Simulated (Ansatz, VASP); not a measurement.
**NiHO2 (NiHO2 monolayer): VASP beside Ansatz**

Aim: how closely do two programs agree when they are given the same cell, functional and k mesh? The cell is taken from a series of runs on this material, whose earlier steps may have relaxed, scaled, displaced or heated it; both programs get it as it stands.

Method: plane waves, with VASP 6.6.1 beside it; single point at PBEsol, DFT+U, in Ansatz 0.2.0.

## Step 1: Set-up

The cell holds 12 atoms: 3 Ni, 6 O and 3 H. Cell: a = 5.159 Å, b = 8.936 Å, c = 17.990 Å, α = 90.0°, β = 90.0°, γ = 30.0°. It derives from NiHO2. One layer cut from the bulk crystal, unrelaxed. Vacuum lies along c.

## Step 2: Ansatz: single point, PBEsol, DFT+U, pair 1

Ansatz runs on its default PAW (the set named soft_2) files.

With cell and atoms fixed, the geometry can't cause a difference; cores, projectors, grids and the points listed under the comparison can.

input.yaml

```yaml
crystal:
  lattice:
    - [-5.0e-07, 5.159015761, 0.0]
    - [-4.467839457, 7.738523208, 0.0]
    - [0.0, 0.0, 17.990392]
  atoms:
    - { symbol: Ni, position: [0.666667, 0.666666333, 0.472014], spin: 2.0 }
    - { symbol: Ni, position: [0.666667, 0.999999667, 0.472014], spin: 2.0 }
    - { symbol: Ni, position: [0.666667, 0.333333, 0.472014], spin: -2.0 }
    - { symbol: O, position: [3.33e-07, 0.333333, 0.416889] }
    - { symbol: O, position: [3.33e-07, 0.666666334, 0.416889] }
    - { symbol: O, position: [3.33e-07, 0.999999667, 0.416889] }
    - { symbol: O, position: [0.333333667, 0.999999666, 0.528454] }
    - { symbol: O, position: [0.333333667, 0.333333, 0.528454] }
    - { symbol: O, position: [0.333333667, 0.666666333, 0.528454] }
    - { symbol: H, position: [0.333333667, 0.999999666, 0.583111] }
    - { symbol: H, position: [0.333333667, 0.333333, 0.583111] }
    - { symbol: H, position: [0.333333667, 0.666666333, 0.583111] }
magnetization:
  spin_polarized: true
kpoints:
  mp_grid: { grid: [15, 15, 1] }
hamiltonian:
  xc: pbesol
  hubbard:
    sites:
      - { species: Ni, l: d, u_eff: 1.2 }
      - { site: 0, l: d, u_eff: 1.2, starting_ns: [{ spin: up, occupation_matrix: ni1_major }, { spin: down, occupation_matrix: ni1_minor }] }
      - { site: 1, l: d, u_eff: 1.2, starting_ns: [{ spin: up, occupation_matrix: ni1_major }, { spin: down, occupation_matrix: ni1_minor }] }
      - { site: 2, l: d, u_eff: 1.2, starting_ns: [{ spin: up, occupation_matrix: ni1_minor }, { spin: down, occupation_matrix: ni1_major }] }
    projectors: ortho-atomic
    occupation_matrices:
      ni1_major:
        matrix:
          - [0.993, 0.0, 0.0, 0.0, 0.0]
          - [0.0, 0.875, 0.0, 0.0, 0.079]
          - [0.0, 0.0, 0.875, 0.079, 0.0]
          - [0.0, 0.0, 0.079, 0.928, 0.0]
          - [0.0, 0.079, 0.0, 0.0, 0.928]
      ni1_minor:
        matrix:
          - [0.987, 0.0, 0.0, 0.0, 0.0]
          - [0.0, 0.629, 0.0, 0.0, 0.283]
          - [0.0, 0.0, 0.629, 0.283, 0.0]
          - [0.0, 0.0, 0.283, 0.763, 0.0]
          - [0.0, 0.283, 0.0, 0.0, 0.763]
scf:
  occupations: { method: fermi_dirac, width: 0.05 }
output:
  eigenvalues: true
```

Run with:

```console
> ansatz run input.yaml --threads 4 --pin off --max-ram 8192MiB --backend cpu --events-out ev --progress --plain --runs-dir out
```

Numbers of over 12 decimals in the logs are rounded to 6 here.

Log:

```text
Engine: ansatz 0.2.0, aarch64-unknown-linux-gnu
Pseudopotentials: kind: paw
Pseudopotential: Ni, paw, valence charge 18, recommended cutoff 420 eV (normal), Ni.paw.azcp
Pseudopotential: O, paw, valence charge 6, recommended cutoff 420 eV (normal), O.paw.azcp
Pseudopotential: H, paw, valence charge 1, recommended cutoff 420 eV (normal), H.paw.azcp
Functional definition: PBEsol
  exchange = pbesol_x
  correlation = pbesol_c
Crystal: 12 atoms, lattice volume = 414.672 Å³
Basis set: ecut = 420 eV, 8143 PW (Γ)
Bands: 62, of which v1, the nominal top of the filled ones, is band 47 counted from 1 (46 counted from 0)
Symmetry: 6 space group operations
Space group: P31m (ITA 157), of the structure as read, at distance tolerance 7.5e-5 Å
Magnetic group: BNS 157.53 (UNI 1283), of the structure as read, at distance tolerance 7.5e-5 Å
k-points: 27 of 225 (time reversal used)
Non-local potential: Ni, projectors of the file, l = 0: 3, l = 1: 2, l = 2: 3, l = 3: 1
Non-local potential: O, projectors of the file, l = 0: 2, l = 1: 2, l = 2: 1
Non-local potential: H, projectors of the file, l = 0: 2, l = 1: 1
PAW form: soft (Blöchl's): semilocal exchange-correlation on the pseudo side does not see the compensation charge
PAW frozen core: Ni, regenerated for the run's functional, and the local potential with it (the file was generated under x = pbe(κ = 0.804, μ = 0.219515), c = pbe(β = 0.066725))
PAW frozen core: O, regenerated for the run's functional, and the local potential with it (the file was generated under x = pbe(κ = 0.804, μ = 0.219515), c = pbe(β = 0.066725))
PAW one-centre angular grid: Ni, 590 points (default); XC on 64 Gauss nodes
PAW one-centre angular grid: O, 110 points (default); XC on 64 Gauss nodes
PAW one-centre angular grid: H, 110 points (default); XC on 64 Gauss nodes
Initial density: superposition of atomic densities (neutral atoms: chi_scale 0, normalization atom)
Starting moments: Σ|m| = 6 μB on 3 of 12 sites
Initial wavefunctions: pseudopotential atomic-orbital guess
Functional: x = pbesol(κ = 0.804, μ = 0.123457), c = pbesol(β = 0.046)
SCF iter   1: F=—  HF=-20822.326959 eV  |F-HF|=—  |Δ(HF+E_count)|=         —  Δρ=4.56e-2 (↑4.48e-2 ↓4.56e-2)  dr2=2.69e1  dr2_m=1.75e0  M=1.623 μB ∫|m|=4.265 μB  β_m=0.30  ethr=3.10e-3  ⟨swp⟩=7.0  Hψ=14428  notcnv=0  defer=67
preconditioner: auto → none  [metal: Δε(μ)=0.002 eV  Ē_g=13.162 eV  σ=0.050 eV  W_gap=0.01  n_scr=66 (ndim 8)  ℏωp=15.1 eV  f_vac=0.697  D(μ)=14.99/eV (n_scr^D=122)  sad-step TF]
SCF iter   2: F=—  HF=-20819.777267 eV  |F-HF|=—  |Δ(HF+E_count)|=    2.55e0  Δρ=4.11e-2 (↑4.11e-2 ↓4.03e-2)  dr2=1.16e1  dr2_m=3.32e0  M=0.626 μB ∫|m|=3.266 μB  β_m=0.30  ethr=3.10e-3  ⟨swp⟩=3.0  Hψ=6373  notcnv=0  defer=478
SCF iter   3: F=—  HF=-20818.830080 eV  |F-HF|=—  |Δ(HF+E_count)|=   9.47e-1  Δρ=6.07e-2 (↑3.34e-2 ↓6.07e-2)  dr2=2.95e1  dr2_m=1.46e0  M=2.957 μB ∫|m|=4.657 μB  β_m=0.30  ethr=3.10e-3  ⟨swp⟩=4.0  Hψ=7254  notcnv=0  defer=337
SCF iter   4: F=—  HF=-20822.848101 eV  |F-HF|=—  |Δ(HF+E_count)|=    4.02e0  Δρ=1.18e-1 (↑1.18e-1 ↓5.09e-2)  dr2=1.01e2  dr2_m=5.04e0  M=1.354 μB ∫|m|=2.445 μB  β_m=0.30  ethr=3.10e-3  ⟨swp⟩=3.2  Hψ=7264  notcnv=0  defer=345
SCF iter   5: F=—  HF=-20817.750703 eV  |F-HF|=—  |Δ(HF+E_count)|=    5.10e0  Δρ=2.09e-2 (↑2.01e-2 ↓2.09e-2)  dr2=4.10e0  dr2_m=5.59e-1  M=1.829 μB ∫|m|=3.115 μB  β_m=0.30  ethr=3.10e-3  ⟨swp⟩=3.8  Hψ=6997  notcnv=0  defer=403
SCF iter   6: F=—  HF=-20817.611606 eV  |F-HF|=—  |Δ(HF+E_count)|=   1.39e-1  Δρ=1.38e-2 (↑9.80e-3 ↓1.38e-2)  dr2=1.45e0  dr2_m=2.26e-1  M=2.175 μB ∫|m|=3.331 μB  β_m=0.30  ethr=3.10e-3  ⟨swp⟩=2.5  Hψ=4442  notcnv=0  defer=297
SCF iter   7: F=—  HF=-20817.547516 eV  |F-HF|=—  |Δ(HF+E_count)|=   6.41e-2  Δρ=1.11e-2 (↑6.25e-3 ↓1.11e-2)  dr2=5.59e-1  dr2_m=1.45e-1  M=2.330 μB ∫|m|=3.437 μB  β_m=0.30  ethr=1.56e-3  ⟨swp⟩=2.2  Hψ=3537  notcnv=0  defer=297
SCF iter   8: F=—  HF=-20817.544487 eV  |F-HF|=—  |Δ(HF+E_count)|=   3.03e-3  Δρ=5.41e-3 (↑5.41e-3 ↓3.99e-3)  dr2=6.98e-2  dr2_m=7.01e-2  M=2.167 μB ∫|m|=3.330 μB  β_m=0.30  ethr=6.01e-4  ⟨swp⟩=2.1  Hψ=4212  notcnv=0  defer=294
SCF iter   9: F=—  HF=-20817.552948 eV  |F-HF|=—  |Δ(HF+E_count)|=   8.46e-3  Δρ=3.93e-3 (↑3.70e-3 ↓3.93e-3)  dr2=5.97e-3  dr2_m=5.33e-2  M=2.275 μB ∫|m|=3.367 μB  β_m=0.30  ethr=7.51e-5  ⟨swp⟩=1.5  Hψ=3110  notcnv=0  defer=308
Mixer restart at iter 9: flushing history
spin-set hold released at iteration 9 (site moments contracting): the magnetisation degrees of freedom join the quasi-Newton model from the next iteration; the mixer history was flushed
[...]
SCF iter  39: F=—  HF=-20817.574019 eV  |F-HF|=—  |Δ(HF+E_count)|=   2.14e-2  Δρ=7.50e-3 (↑4.78e-3 ↓7.50e-3)  dr2=3.48e-1  dr2_m=6.14e-2  M=2.316 μB ∫|m|=3.629 μB  β_m=0.03  ethr=1.60e-6  ⟨swp⟩=3.2  Hψ=6894  notcnv=0  defer=310
SCF iter  40: F=—  HF=-20817.599526 eV  |F-HF|=—  |Δ(HF+E_count)|=   2.55e-2  Δρ=3.20e-3 (↑3.20e-3 ↓2.72e-3)  dr2=1.51e-1  dr2_m=1.79e-2  M=1.978 μB ∫|m|=3.349 μB  β_m=0.06  ethr=1.60e-6  ⟨swp⟩=3.3  Hψ=8423  notcnv=0  defer=306
SCF iter  41: F=—  HF=-20817.582880 eV  |F-HF|=—  |Δ(HF+E_count)|=   1.66e-2  Δρ=3.59e-3 (↑2.63e-3 ↓3.59e-3)  dr2=6.85e-2  dr2_m=1.88e-2  M=2.244 μB ∫|m|=3.363 μB  ethr=1.08e-6  ⟨swp⟩=16.4  Hψ=29963  notcnv=0
Mixer restart at iter 41: flushing history
iteration 41: the SCF's residuals had fallen too slowly under its mixing. It goes on by minimising its free energy, and can end on another state than longer mixing would; under `scf.algorithm: density_mixing` no SCF does so, but by `scf.convergence.dm_fallback`
SCF iter  42: F=—  HF=-20817.766407 eV  |F-HF|=—  |Δ(HF+E_count)|=   1.84e-1  Δρ=3.18e-3 (↑2.49e-3 ↓3.18e-3)  dr2=7.50e-2  dr2_m=6.80e-3  M=3.000 μB ∫|m|=3.251 μB  ethr=1.08e-6  ⟨swp⟩=11.6  Hψ=32006  notcnv=0
SCF iter  43: F=—  HF=-20817.752222 eV  |F-HF|=—  |Δ(HF+E_count)|=   1.42e-2  Δρ=9.80e-4 (↑7.05e-4 ↓9.80e-4)  dr2=5.83e-3  dr2_m=1.62e-3  M=3.000 μB ∫|m|=3.268 μB  ethr=1.08e-6  ⟨swp⟩=10.1  Hψ=22377  notcnv=0
SCF iter  44: F=—  HF=-20817.752886 eV  |F-HF|=—  |Δ(HF+E_count)|=   6.64e-4  Δρ=7.81e-5 (↑5.06e-5 ↓7.81e-5)  dr2=2.50e-5  dr2_m=9.07e-6  M=3.000 μB ∫|m|=3.284 μB  ethr=1.08e-6  ⟨swp⟩=7.9  Hψ=16922  notcnv=0
SCF iter  45: F=—  HF=-20817.752892 eV  |F-HF|=—  |Δ(HF+E_count)|=   5.24e-6  Δρ=1.24e-5 (↑1.24e-5 ↓9.90e-6)  dr2=7.95e-7  dr2_m=1.29e-7  M=3.000 μB ∫|m|=3.283 μB  ethr=2.69e-8  ⟨swp⟩=3.9  Hψ=11132  notcnv=0
SCF iter  46: F=-20817.752891 eV  HF=-20817.752891 eV  |F-HF|=6.88e-9  |Δ(HF+E_count)|=   2.18e-7  Δρ=2.30e-6 (↑2.30e-6 ↓1.94e-6)  dr2=1.06e-8  dr2_m=1.32e-8  M=3.000 μB ∫|m|=3.283 μB  ethr=1.08e-10  ⟨swp⟩=2.1  Hψ=9982  notcnv=0
SCF iter  47: F=-20817.752891 eV  HF=-20817.752891 eV  |F-HF|=6.87e-9  |Δ(HF+E_count)|=  1.93e-10  Δρ=2.29e-6 (↑2.29e-6 ↓1.93e-6)  dr2=1.04e-8  dr2_m=1.31e-8  M=3.000 μB ∫|m|=3.283 μB  ethr=1.14e-11  ⟨swp⟩=2.0  Hψ=11651  notcnv=0
SCF 1 converged in 47 iterations: F = -20817.752891 eV  dr2 = 1.04e-8
  greatest PAW one-centre occupation: 1.001 electrons in one spin orbital (limit 2), on the Ni atom at site 1 (counted from 0), in its partial waves of l = 1
SCF converged after 47 iterations
Magnetization: 3.0000 μB (48.0000 up, 45.0000 down)
Absolute magnetization: 3.2963 μB (∫|ρ↑−ρ↓|, with the PAW one-centre terms)
Spin contamination: 0.1604 ħ² per cell (⟨S²⟩ above its minimum at these occupations)
Per-site moments (μB) at R_I (Å): [(0.853725, 0.818870), (0.853725, 0.818870), (0.853554, 0.818870), (0.039263, 0.818870), (0.039263, 0.818870), (0.039263, 0.818870), (0.026776, 0.405612), (0.026776, 0.405612), (0.026776, 0.405612), (0.00392367, 0.405612), (0.00392367, 0.405612), (0.00392367, 0.405612)]
Free energy (F): -20817.752891 eV
Harris-Foulkes:  -20817.752891 eV  (|F-HF|=6.87e-9)
Internal energy: -20817.715295 eV  (E = F + TS)
E sigma→0 (E₀):  -20817.734093 eV
Entropy (-TS):   -0.037597 eV (-3.133 meV/atom)
Fermi energy:    -1.609670 eV
--- Per-component energies (eV) ---
  E_band       = -2359.869309
  E_kinetic    = 1904.097031
  E_local      = -86787.261459  (includes V_loc(G=0)·N_el)
  E_nonlocal   = 2204.886029
  E_hartree    = 41501.443904
  E_xc         = -704.810093
  E_vxc        = -907.037219  (∫ρ·V_xc dr)
  E_hubbard    = 1.540024  (on-site DFT+U / exact-exchange correction)
  E_vhub       = -11.983678  (the Hubbard potential's part of the band-sum identity)
  E_paw        = -5689.281957  (= ΣΔE_a)
  E_vpaw       = -1765.464877  (= ΣTr[D̂ρ^β])
  E_aug_tail   = 0.012574  (compensation charges beyond the density's cutoff)
  E_ewald      = 26750.855058
  E_core_change = 0.803594  (= ΣΔE_core)
  E_smearing   = -0.037597  (= −TS)
  E_closure    = 0.000000  (closes the sum)
  Σ components = -20817.752891   (vs F -20817.752891, Δ=0.00e0)
--- Specified on-site occupations, and those of the state reported ---
  electrons in the specified blocks: 25.1100 specified, 25.1062 found
  site 2 (l=d) ↓: largest change of an orbital's occupation 0.4139; electrons 4.5990 specified, 3.7700 found; spectral distance 0.5846
  site 2 (l=d) ↑: largest change of an orbital's occupation 0.4136; electrons 3.7710 specified, 4.5987 found; spectral distance 0.5842
  site 1 (l=d) ↓: largest change of an orbital's occupation 0.0008; electrons 3.7710 specified, 3.7700 found; spectral distance 0.0006
  site 0 (l=d) ↓: largest change of an orbital's occupation 0.0008; electrons 3.7710 specified, 3.7700 found; spectral distance 0.0006
  site 1 (l=d) ↑: largest change of an orbital's occupation 0.0007; electrons 4.5990 specified, 4.5988 found; spectral distance 0.0008
  site 0 (l=d) ↑: largest change of an orbital's occupation 0.0007; electrons 4.5990 specified, 4.5988 found; spectral distance 0.0008
--- Band table (eV; the first three rows and the last of 54) ---
  k-point 0 ↑: bands = [... 43 lower, -3.1520, -2.8009, -1.7931, -1.7931, -1.7057, -1.7057, -0.9236, -0.9236, ... 11 higher]
  k-point 1 ↑: bands = [... 43 lower, -3.1483, -2.7818, -1.7928, -1.7911, -1.6982, -1.6931, -0.9749, -0.9338, ... 11 higher]
  k-point 2 ↑: bands = [... 43 lower, -3.1389, -2.7391, -1.7961, -1.7861, -1.6819, -1.6449, -1.1111, -0.9667, ... 11 higher]
  k-point 26 ↓: bands = [... 43 lower, -2.5542, -2.5542, -0.7056, -0.7056, -0.7055, -0.0524, -0.0524, -0.0522, ... 11 higher]
Occupation matrices written to <dir>
```

(Continued in part 2 of 3.)

[Lines on the potential files, build, host, timing and source positions are cut from VASP's logs without a mark.]

[Logs are printed without paths, hosts, clocks, repeated set-up lines and the standing remarks that a program may print on its own settings, such as how far it seeks lower states.]

[Hosts, paths, dates, database ids (printed as entryN), source tags and the programs' standing remarks are cut or masked in the printed files.]
